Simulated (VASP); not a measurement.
# TiSi2 (Zhiqinite): structure and properties in VASP, part 3 of 3

What structure does TiSi2 (Zhiqinite) take at this level, and what are its properties? The start is a cell from a database of measured crystal structures.

VASP 6.6.1; PBE; plane waves and PAW (Ti_sv, Si).

So far. Step 5 (Band structure (PBE)): There is no gap at this level. Step 5 (Band structure (PBE)): Of the bands kept, 4 cross the Fermi level on this path. The relaxed cell has a, b, c = 4.805, 8.239, 8.570 Å (conventional setting).

The database entry behind the starting cell is an old determination (1939), so it need not match the best structure at ambient conditions.

### 6. Density of states (PBE)

A density of states needs more k-points than a total energy; ISMEAR = -5 takes tetrahedra, and LORBIT projects the states on the PAW spheres. The mesh is finer than in the run before.

Contents of INCAR:

```
SYSTEM = TiSi2
PREC = Accurate
ENCUT = 400
EDIFF = 1E-06
NELM = 100
ISMEAR = -5
SIGMA = 0.05
LREAL = .FALSE.
ALGO = Normal
GGA = PE
NBANDS = 36
LASPH = .TRUE.
LORBIT = 11
LWAVE = .FALSE.
LCHARG = .FALSE.
KPAR = 4
NEDOS = 2001
```

Contents of POSCAR:

```
TiSi2
1.0
    0.0000000000      4.1192781278      4.2852037828
    2.4023531321      0.0000000000      4.2852037828
    2.4023531321      4.1192781278      0.0000000000
Ti Si
2 4
Direct
    0.7500000000      0.7500000000      0.7500000000
    0.5000000000      0.5000000000      0.5000000000
    0.0872441169      0.4127558831      0.0872441169
    0.4127558831      0.0872441169      0.4127558831
    0.1627558831      0.8372441169      0.1627558831
    0.8372441169      0.1627558831      0.8372441169
```

Contents of KPOINTS:

```
Automatic mesh
0
Gamma
11 11 11
0 0 0
```

PAW data sets: Ti_sv and Si (PBE family, release 64).

The run is started by

```bash
$ mpirun -np 4 vasp_std
```

The log of the run:

```text
[... set-up lines as in an earlier step ...]
 entering main loop
       N       E                     dE             d eps       ncg     rms          rms(c)
DAV:   1     0.350151780605E+03    0.35015E+03   -0.15359E+04 15576   0.986E+02
DAV:   2    -0.412453826406E+01   -0.35428E+03   -0.33832E+03 15692   0.320E+02
DAV:   3    -0.413879102570E+02   -0.37263E+02   -0.36435E+02 23864   0.924E+01
DAV:   4    -0.442556960652E+02   -0.28678E+01   -0.28348E+01 21528   0.227E+01
DAV:   5    -0.443822921175E+02   -0.12660E+00   -0.12654E+00 21868   0.423E+00    0.183E+01
DAV:   6    -0.414505165115E+02    0.29318E+01   -0.16467E+01 20512   0.326E+01    0.708E+00
DAV:   7    -0.407833863731E+02    0.66713E+00   -0.34492E+00 18284   0.159E+01    0.540E+00
DAV:   8    -0.407311134292E+02    0.52273E-01   -0.60075E-01 17984   0.655E+00    0.217E+00
DAV:   9    -0.406911255696E+02    0.39988E-01   -0.15377E-01 17948   0.366E+00    0.529E-01
DAV:  10    -0.406916495552E+02   -0.52399E-03   -0.86411E-03 19744   0.494E-01    0.316E-01
DAV:  11    -0.406912604818E+02    0.38907E-03   -0.44114E-03 20808   0.519E-01    0.204E-01
DAV:  12    -0.406910991211E+02    0.16136E-03   -0.92989E-04 18368   0.270E-01    0.226E-02
DAV:  13    -0.406910956934E+02    0.34277E-05   -0.30655E-05 19936   0.333E-02    0.131E-02
DAV:  14    -0.406910928683E+02    0.28251E-05   -0.27207E-06 17760   0.112E-02    0.349E-03
DAV:  15    -0.406910937017E+02   -0.83339E-06   -0.13225E-07  9888   0.282E-03
   1 F= -.40691094E+02 E0= -.40691094E+02  d E =0.000000E+00
 -----------------------------------------------------------------------------
|                                                                             |
|           W    W    AA    RRRRR   N    N  II  N    N   GGGG   !!!           |
|           W    W   A  A   R    R  NN   N  II  NN   N  G    G  !!!           |
|           W    W  A    A  R    R  N N  N  II  N N  N  G       !!!           |
|           W WW W  AAAAAA  RRRRR   N  N N  II  N  N N  G  GGG   !            |
|           WW  WW  A    A  R   R   N   NN  II  N   NN  G    G                |
|           W    W  A    A  R    R  N    N  II  N    N   GGGG   !!!           |
|                                                                             |
|     Tetrahedron method does not include variations of the Fermi             |
|     occupations, so forces and stress will be inaccurate. We suggest        |
|     using a different smearing scheme ISMEAR = 1 or 2 for metals in         |
|     relaxations.                                                            |
|                                                                             |
 -----------------------------------------------------------------------------
```

Wall time 3.9 min (4 MPI ranks of AMD EPYC 7571, shared host); peak memory 1.7 GiB; 15 min of CPU time.

Parts of OUTCAR (step 6):

```text
   k-points           NKPTS =    216   k-points in BZ     NKDIM =    216   number of bands    NBANDS=     36

   NELECT =      40.0000    total number of electrons

 E-fermi :  10.0366

 k-point     1 :       0.0000    0.0000    0.0000
  band No.  band energies     occupation
    ...
     17       7.7986      2.00000
     18       7.9962      2.00000
     19       8.2769      2.00000
     20       8.7264      2.00000
     21       9.1592      2.00000
     22      12.0945      0.00000
     23      13.1180      0.00000
     24      13.3284      0.00000
     25      13.4478      0.00000
     26      13.4758      0.00000
    ...

  Total       -0.0290614      0.3720001     -0.2765138      0.0000000      0.0000000      0.0000000
  in kB       -0.5489947      7.0273932     -5.2235761      0.0000000      0.0000000      0.0000000
  external PRESSURE =       0.4182741 kB  Pullay stress =       0.0000000 kB

 POSITION                                       TOTAL-FORCE (eV/Angst)
 -----------------------------------------------------------------------------------
      3.60353      6.17892      6.42781         0.000000      0.000000      0.000000
      2.40235      4.11928      4.28520        -0.000000      0.000000     -0.000000
      1.20118      0.71877      2.14260        -0.000000     -0.019323      0.000000
      1.20118      3.40051      2.14260        -0.000000      0.019323      0.000000
      2.40235      1.34087      4.28520         0.000000      0.019323     -0.000000
      2.40235      6.89768      4.28520         0.000000     -0.019323     -0.000000
 -----------------------------------------------------------------------------------
    total drift:                               -0.000000     -0.000000      0.000000

  FREE ENERGIE OF THE ION-ELECTRON SYSTEM (eV)
  ---------------------------------------------------
  free  energy   TOTEN  =       -40.6910937017 eV

  energy  without entropy=      -40.6910937017  energy(sigma->0) =      -40.69109370

[... 7 parts as in an earlier step ...]

[... 9 further parts left out ...]
```

With tetrahedra the forces and stress of a metal are not exact derivatives of the energy.

Numbers from this step:

```yaml
scf_cycles: 15
irreducible_k_points: 216
free_energy_toten: -40.69 eV
fermi_energy: 10.04 eV
pressure: 0.04183 GPa
dos_at_the_fermi_level: 2.389 states/eV/cell
```

The density of states has structure finer than the step of the table below, so its rows give means over 1 eV, whole bins alone (the curve runs from -12.0 to 3.55 eV). Peaks (eV: height): total -2.0: 4.85, -1.0: 5.69, 1.3: 4.15, 2.8: 8.73; Ti d -1.0: 2.26, 1.3: 2.49, 2.8: 5.73; Si p -4.6: 0.535, -2.0: 1.01, -1.5: 0.819, 2.6: 0.584; Si s -10.6: 0.560, -9.3: 0.550, -8.0: 0.604, -5.9: 0.566; Ti p -5.9: 0.0524, -2.0: 0.174, -1.5: 0.132, 2.6: 0.0563.

States under -12.0 eV and over 3.5 eV are left out. The density of states by energy, zero at the Fermi level; means over each step; values in states/eV/cell:

```
energy (eV)  total     Ti d    Si p    Si s    Ti p     Ti s
        -11   1.01  0.00501  0.0304   0.356  0.0195   0.0247
        -10  0.931   0.0116  0.0429   0.318  0.0214   0.0126
         -9   1.17   0.0267  0.0782   0.373  0.0233   0.0175
         -8   1.60   0.0606   0.124   0.487  0.0298   0.0254
         -7   1.14   0.0559   0.106   0.328  0.0183   0.0196
         -6   1.48   0.0796   0.141   0.411  0.0297   0.0307
         -5   1.62    0.105   0.330   0.139  0.0358   0.0519
         -4   2.15    0.188   0.447   0.165  0.0544   0.0680
         -3   2.63    0.341   0.552   0.148  0.0883   0.0543
         -2   3.81    0.823   0.764   0.115   0.127   0.0235
         -1   4.66     1.77   0.643  0.0640  0.0866   0.0120
          0   2.23     1.11   0.234  0.0273  0.0127  0.00251
          1   2.94     1.71   0.208  0.0620  0.0247   0.0109
          2   2.88     1.55   0.301   0.136  0.0206   0.0221
          3   6.05     3.70   0.375   0.378  0.0426   0.0440
```

The finer mesh and the other smearing move the Fermi level by -0.02 eV from the 7×7×7 run, a small shift, which tests the Fermi level alone. Of the states within 0.3 eV of the Fermi level, the largest shares in the PAW spheres are Ti d 51 % and Si p 10 %. The rest lies in smaller channels or between the spheres.

### 7. Field gradients at the nuclei (PBE)

Field gradients probe how far the charge around each nucleus departs from cubic symmetry; LASPH keeps the non-spherical terms inside the spheres.

Contents of INCAR:

```
SYSTEM = TiSi2
PREC = Accurate
ENCUT = 400
EDIFF = 1E-07
NELM = 100
ISMEAR = 0
SIGMA = 0.05
LREAL = .FALSE.
ALGO = Normal
GGA = PE
NBANDS = 26
LASPH = .TRUE.
LORBIT = 11
LWAVE = .FALSE.
LCHARG = .FALSE.
KPAR = 4
LEFG = .TRUE.
```

POSCAR is that of step 6.

Contents of KPOINTS:

```
Automatic mesh
0
Gamma
7 7 7
0 0 0
```

The run is started by

```bash
$ mpirun -np 4 vasp_std
```

The log of the run:

```text
[... set-up lines as in an earlier step ...]
 entering main loop
       N       E                     dE             d eps       ncg     rms          rms(c)
[... 13 cycles as in an earlier step ...]
DAV:  14    -0.406818485945E+02    0.97622E-06   -0.18800E-06  4462   0.116E-02    0.302E-03
DAV:  15    -0.406818484083E+02    0.18618E-06   -0.87256E-07  4224   0.641E-03    0.307E-04
DAV:  16    -0.406818484841E+02   -0.75740E-07   -0.28611E-08  2580   0.141E-03
ion   1
     0.0000000     0.0000000     0.0000000     1.8152998     0.0000000     2.5543749
     0.0000422     0.0000000     0.0000000     1.8152998     0.0000000     2.5543749
     0.0000581     0.0000000     0.0000000     1.8152998     0.0000000     2.5543749
     0.0000800     0.0000000     0.0000000     1.8152998     0.0000000     2.5543748
     0.0001102     0.0000000     0.0000000     1.8152998     0.0000000     2.5543748

     0.0000000     0.0000000     0.0000000     6.5570782     0.0000000     8.3619703
     0.0000422     0.0000000     0.0000000     6.5570590     0.0000000     8.3619611
     0.0000581     0.0000000     0.0000000     6.5570484     0.0000000     8.3619566
     0.0000800     0.0000000     0.0000000     6.5570312     0.0000000     8.3619496
     0.0001102     0.0000000     0.0000000     6.5570037     0.0000000     8.3619390

ion   2
     0.0000000     0.0000000     0.0000000     1.8152998     0.0000000     2.5543749
     0.0000422     0.0000000     0.0000000     1.8152998     0.0000000     2.5543749
     0.0000581     0.0000000     0.0000000     1.8152998     0.0000000     2.5543749
     0.0000800     0.0000000     0.0000000     1.8152998     0.0000000     2.5543748
     0.0001102     0.0000000     0.0000000     1.8152998     0.0000000     2.5543748

     0.0000000     0.0000000     0.0000000     6.5570782     0.0000000     8.3619703
     0.0000422     0.0000000     0.0000000     6.5570590     0.0000000     8.3619611
     0.0000581     0.0000000     0.0000000     6.5570484     0.0000000     8.3619566
     0.0000800     0.0000000     0.0000000     6.5570312     0.0000000     8.3619496
     0.0001102     0.0000000     0.0000000     6.5570037     0.0000000     8.3619390

ion   3
     0.0000000     0.0000000    -0.0000000     0.8327766    -1.1661070     0.5143193
     0.0000353     0.0000000    -0.0000000     0.8327766    -1.1661070     0.5143193
     0.0000487     0.0000000    -0.0000000     0.8327766    -1.1661070     0.5143193
     0.0000670     0.0000000    -0.0000000     0.8327766    -1.1661070     0.5143193
     0.0000923     0.0000000    -0.0000000     0.8327766    -1.1661070     0.5143193

     0.0000000     0.0000000    -0.0000000    10.3899509   -22.8247503     6.4346589
     0.0000353     0.0000000    -0.0000000    10.3899332   -22.8247098     6.4346479
     0.0000487     0.0000000    -0.0000000    10.3899223   -22.8246849     6.4346411
     0.0000670     0.0000000    -0.0000000    10.3899040   -22.8246432     6.4346298
     0.0000923     0.0000000    -0.0000000    10.3898738   -22.8245743     6.4346111

ion   4
     0.0000000     0.0000000     0.0000000     0.8327766     1.1661070     0.5143193
     0.0000353     0.0000000     0.0000000     0.8327766     1.1661070     0.5143193
     0.0000487     0.0000000     0.0000000     0.8327766     1.1661070     0.5143193
     0.0000670     0.0000000     0.0000000     0.8327766     1.1661070     0.5143193
     0.0000923     0.0000000     0.0000000     0.8327766     1.1661070     0.5143193

     0.0000000     0.0000000     0.0000000    10.3899509    22.8247503     6.4346589
     0.0000353     0.0000000     0.0000000    10.3899332    22.8247098     6.4346479
     0.0000487     0.0000000     0.0000000    10.3899223    22.8246849     6.4346411
     0.0000670     0.0000000     0.0000000    10.3899040    22.8246432     6.4346298
     0.0000923     0.0000000     0.0000000    10.3898738    22.8245743     6.4346111

ion   5
     0.0000000    -0.0000000    -0.0000000     0.8327766    -1.1661070     0.5143193
     0.0000353    -0.0000000    -0.0000000     0.8327766    -1.1661070     0.5143193
     0.0000487    -0.0000000    -0.0000000     0.8327766    -1.1661070     0.5143193
     0.0000670    -0.0000000    -0.0000000     0.8327766    -1.1661070     0.5143193
     0.0000923    -0.0000000    -0.0000000     0.8327766    -1.1661070     0.5143193

     0.0000000    -0.0000000    -0.0000000    10.3899509   -22.8247503     6.4346589
     0.0000353    -0.0000000    -0.0000000    10.3899332   -22.8247098     6.4346479
     0.0000487    -0.0000000    -0.0000000    10.3899223   -22.8246849     6.4346411
     0.0000670    -0.0000000    -0.0000000    10.3899040   -22.8246432     6.4346298
     0.0000923    -0.0000000    -0.0000000    10.3898738   -22.8245743     6.4346111

ion   6
     0.0000000    -0.0000000     0.0000000     0.8327766     1.1661070     0.5143193
     0.0000353    -0.0000000     0.0000000     0.8327766     1.1661070     0.5143193
     0.0000487    -0.0000000     0.0000000     0.8327766     1.1661070     0.5143193
     0.0000670    -0.0000000     0.0000000     0.8327766     1.1661070     0.5143193
     0.0000923    -0.0000000     0.0000000     0.8327766     1.1661070     0.5143193

     0.0000000    -0.0000000     0.0000000    10.3899509    22.8247503     6.4346589
     0.0000353    -0.0000000     0.0000000    10.3899332    22.8247098     6.4346479
     0.0000487    -0.0000000     0.0000000    10.3899223    22.8246849     6.4346411
     0.0000670    -0.0000000     0.0000000    10.3899040    22.8246432     6.4346298
     0.0000923    -0.0000000     0.0000000    10.3898738    22.8245743     6.4346111

   1 F= -.40681848E+02 E0= -.40680231E+02  d E =-.323529E-02
```

Run time: 67 s. Hardware: 4 MPI ranks; peak memory 0.86 GiB; 4.4 min of CPU time.

Parts of OUTCAR (step 7):

```text
   NELECT =      40.0000    total number of electrons

 E-fermi :  10.0520

 k-point     1 :       0.0000    0.0000    0.0000
  band No.  band energies     occupation
    ...
     17       7.7991      2.00000
     18       7.9971      2.00000
     19       8.2770      2.00000
     20       8.7261      2.00000
     21       9.1582      2.00000
     22      12.0934      0.00000
     23      13.1190      0.00000
     24      13.3307      0.00000
     25      13.4656      0.00000
     26      13.5369      0.00000

  Total       -0.0156992      0.0406299      0.0110368      0.0000000      0.0000000      0.0000000
  in kB       -0.2965719      0.7675325      0.2084936      0.0000000      0.0000000      0.0000000
  external PRESSURE =       0.2264847 kB  Pullay stress =       0.0000000 kB

 POSITION                                       TOTAL-FORCE (eV/Angst)
 -----------------------------------------------------------------------------------
      3.60353      6.17892      6.42781         0.000000     -0.000000      0.000000
      2.40235      4.11928      4.28520        -0.000000     -0.000000      0.000000
      1.20118      0.71877      2.14260         0.000000     -0.005145     -0.000000
      1.20118      3.40051      2.14260         0.000000      0.005145     -0.000000
      2.40235      1.34087      4.28520         0.000000      0.005145      0.000000
      2.40235      6.89768      4.28520         0.000000     -0.005145      0.000000
 -----------------------------------------------------------------------------------
    total drift:                               -0.000000     -0.000000      0.000000

  FREE ENERGIE OF THE ION-ELECTRON SYSTEM (eV)
  ---------------------------------------------------
  free  energy   TOTEN  =       -40.6818484841 eV

  energy  without entropy=      -40.6786131962  energy(sigma->0) =      -40.68023084

 Electric field gradients after diagonalization (V/A^2)
 (convention: |V_zz| > |V_xx| > |V_yy|)
----------------------------------------------------------------------
 ion       V_xx      V_yy      V_zz     asymmetry (V_yy - V_xx)/ V_zz
----------------------------------------------------------------------
   1      -7.119    -4.736    11.855       0.201
   2      -7.119    -4.736    11.855       0.201
   3      19.175    13.858   -33.033       0.161
   4      19.176    13.858   -33.034       0.161
   5      19.175    13.858   -33.033       0.161
   6      19.176    13.858   -33.034       0.161
----------------------------------------------------------------------

[... 10 parts as in an earlier step ...]

[... 7 further parts left out ...]
```

Numbers from this step:

```yaml
scf_cycles: 16
bands: 26
irreducible_k_points: 64
free_energy_toten: -40.68 eV
fermi_energy: 10.05 eV
pressure: 0.02265 GPa
```

Electric field gradients, by row:

```
atom  Vxx (V/Å²)  Vyy (V/Å²)  Vzz (V/Å²)  asymmetry
 Ti1      -7.119      -4.736       11.86      0.201
 Ti2      -7.119      -4.736       11.86      0.201
 Si3       19.18       13.86      -33.03      0.161
 Si4       19.18       13.86      -33.03      0.161
 Si5       19.18       13.86      -33.03      0.161
 Si6       19.18       13.86      -33.03      0.161
```

The largest gradient, -33.03 V/Å², sits on Si4 and like sites; the stable nuclei of Si have no quadrupole moment in their ground state, so NMR and NQR don't see it.

### 8. Results

```
relaxed volume                            : 14.14 Å³/atom
relaxed conventional cell a, b, c         : 4.805, 8.239, 8.570 Å
space group after relaxing, within 0.02 Å : Fddd (No. 70)
band gap                                  : none, a metal
DOS at the Fermi level                    : 2.39 states/eV/cell
largest field gradient Vzz                : -33.03 V/Å² on Si4
```

In words: With PBE, TiSi2 (Zhiqinite) relaxes to 14.14 Å³/atom in space group Fddd (held by the symmetry of the run) and comes out as a metal. Against the listed cell the volume lies +1.3 % (a +0.7 %, b under 0.05 %, c +0.6 %). Band structure (PBE): Of the bands kept, 4 cross the Fermi level on this path. No search among competing phases was made, and a listed structure need not be the one stable at ambient conditions. All values are for a static lattice at zero temperature.

[Lines on the potential files, build, host, timing and source positions are cut from VASP's logs without a mark.]

[Logs are printed without paths, hosts, clocks, repeated set-up lines and the standing remarks that a program may print on its own settings, such as how far it seeks lower states.]

[Hosts, paths, dates, database ids (printed as entryN), source tags and the programs' standing remarks are cut or masked in the printed files.]

[A measured line is paired with the nearest computed mode of its activity, which favours agreement.]
